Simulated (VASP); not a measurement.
Level of theory: PBEsol GGA, VASP's PBE PAW potentials (set 64) (plane waves; VASP).

VASP ran on this input.

File KPOINTS:
```
Automatic mesh
0
Gamma
8 8 8
0 0 0
```

INCAR:
```
ALGO = Normal
SYSTEM = InP
GGA = PS
LCHARG = F
EDIFFG = -0.02
EDIFF = 1E-6   ! SCF stop (eV)
LWAVE = F
NELM = 100   ! most electronic steps
IBRION = 2   ! conjugate gradients
NSW = 40
ENCUT = 500
LREAL = F   ! projection in real space or not
PSTRESS = 50   ! kbar
ISIF = 3
PREC = Accurate
SIGMA = 0.05   ! width (eV)
LASPH = T   ! aspherical one-centre terms
LMAXMIX = 4   ! l cut-off of mixed one-centre charges
ISMEAR = 0   ! Gaussian
```

POSCAR:
```
InP
1
    0.0000000000     2.8767211893     2.8767211893
    2.8767211893     0.0000000000     2.8767211893
    2.8767211893     2.8767211893     0.0000000000
In P
1 1
Direct
  0.0000000000   0.0000000000   0.0000000000
  0.2500000000   0.2500000000   0.2500000000
```

POTCAR, in this order: In_d P (PBE.64 set). Program: vasp_std.

The resulting files:

File OSZICAR:
```
       N       E                     dE             d eps       ncg     rms          rms(c)
DAV:   1     0.111869075677E+03    0.11187E+03   -0.84987E+03   754   0.149E+03
DAV:   2    -0.147288988284E+01   -0.11334E+03   -0.10987E+03   779   0.326E+02
DAV:   3    -0.932844433401E+01   -0.78556E+01   -0.78049E+01   959   0.907E+01
DAV:   4    -0.953268405084E+01   -0.20424E+00   -0.20407E+00   911   0.158E+01
DAV:   5    -0.954271341265E+01   -0.10029E-01   -0.10029E-01  1132   0.311E+00    0.603E+00
DAV:   6    -0.915065790715E+01    0.39206E+00   -0.71258E-01  1113   0.176E+01    0.356E+00
DAV:   7    -0.911048660039E+01    0.40171E-01   -0.20158E-01  1032   0.472E+00    0.118E+00
DAV:   8    -0.910748072279E+01    0.30059E-02   -0.19169E-02   978   0.206E+00    0.438E-01
DAV:   9    -0.910759508571E+01   -0.11436E-03   -0.17784E-03   989   0.694E-01    0.191E-01
DAV:  10    -0.910762714681E+01   -0.32061E-04   -0.20142E-04  1100   0.135E-01    0.134E-01
DAV:  11    -0.910764592522E+01   -0.18778E-04   -0.31655E-05   875   0.737E-02    0.233E-02
DAV:  12    -0.910764550620E+01    0.41901E-06   -0.12373E-05   972   0.748E-02    0.194E-02
DAV:  13    -0.910764547024E+01    0.35965E-07   -0.75023E-07   487   0.921E-03
   1 F= -.76217689E+01 E0= -.76217689E+01  d E =-.762177E+01
```

File OUTCAR:
```
------------------------ aborting loop because EDIFF is reached ----------------------------------------
  FORCE on cell =-STRESS in cart. coord.  units (eV):
  Direction    XX          YY          ZZ          XY          YZ          ZX
  --------------------------------------------------------------------------------------
  Total        1.4762342      1.4762342      1.4762342     -0.0000000      0.0000000     -0.0000000
  in kB       49.6755313     49.6755313     49.6755313     -0.0000000      0.0000000     -0.0000000
  external PRESSURE =      -0.3244687 kB  Pullay stress =      50.0000000 kB
  volume of cell :       47.61
      direct lattice vectors                 reciprocal lattice vectors
     0.000000000  2.876721189  2.876721189    -0.173808988  0.173808988  0.173808988
     2.876721189  0.000000000  2.876721189     0.173808988 -0.173808988  0.173808988
     2.876721189  2.876721189  0.000000000     0.173808988  0.173808988 -0.173808988
  FREE ENERGIE OF THE ION-ELECTRON SYSTEM (eV)
  ---------------------------------------------------
  free  energy   TOTEN  =        -9.1076454702 eV

  energy  without entropy=       -9.1076454702  energy(sigma->0) =       -9.10764547
  enthalpy is  TOTEN    =        -7.6217689008 eV   P V=        1.4858765695

 reached required accuracy - stopping structural energy minimisation
```
(Selected blocks of OUTCAR.)

### OUTCAR
```
 val. band max:        5.7225230694   @ k =   0.0000   0.0000   0.0000

 cond. band min:       6.6334886928   @ k =   0.0000   0.0000   0.0000


 Fermi energy:         5.9305396471

 k-point     1 :       0.0000    0.0000    0.0000
  band No.  band energies     occupation
      1      -8.5577      2.00000
      2      -8.5577      2.00000
      3      -8.5577      2.00000
      4      -8.3728      2.00000
      5      -8.3728      2.00000
      6      -6.2258      2.00000
      7       5.7225      2.00000
      8       5.7225      2.00000
      9       5.7225      2.00000
     10       6.6335      0.00000
     11       9.7284      0.00000
     12       9.7284      0.00000
     13       9.7284      0.00000

 k-point     2 :       0.1250    0.0000    0.0000
  band No.  band energies     occupation
      1      -8.5828      2.00000
      2      -8.5485      2.00000
      3      -8.5485      2.00000
      4      -8.3728      2.00000
      5      -8.3728      2.00000
      6      -6.0285      2.00000
      7       4.1502      2.00000
      8       5.5134      2.00000
      9       5.5134      2.00000
     10       7.5164      0.00000
     11       9.9258      0.00000
     12      10.0305      0.00000
     13      10.0305      0.00000

 k-point     3 :       0.2500    0.0000    0.0000
  band No.  band energies     occupation
      1      -8.6387      2.00000
      2      -8.5291      2.00000
      3      -8.5291      2.00000
      4      -8.3698      2.00000
      5      -8.3698      2.00000
      6      -5.4765      2.00000
      7       2.1192      2.00000
      8       5.1030      2.00000
      9       5.1030      2.00000
     10       7.5780      0.00000
     11      10.4742      0.00000
     12      10.4742      0.00000
     13      11.1044      0.00000

 k-point     4 :       0.3750    0.0000    0.0000
  band No.  band energies     occupation
      1      -8.6895      2.00000
      2      -8.5147      2.00000
      3      -8.5147      2.00000
...
```

Unless said otherwise, spin-orbit coupling is left out, though it shifts the bands of the heavy elements here.

The structure was generated: InP was put into the zinc blende type (F-43m), which need not be its known phase. It was relaxed first under an external pressure of 5 GPa.
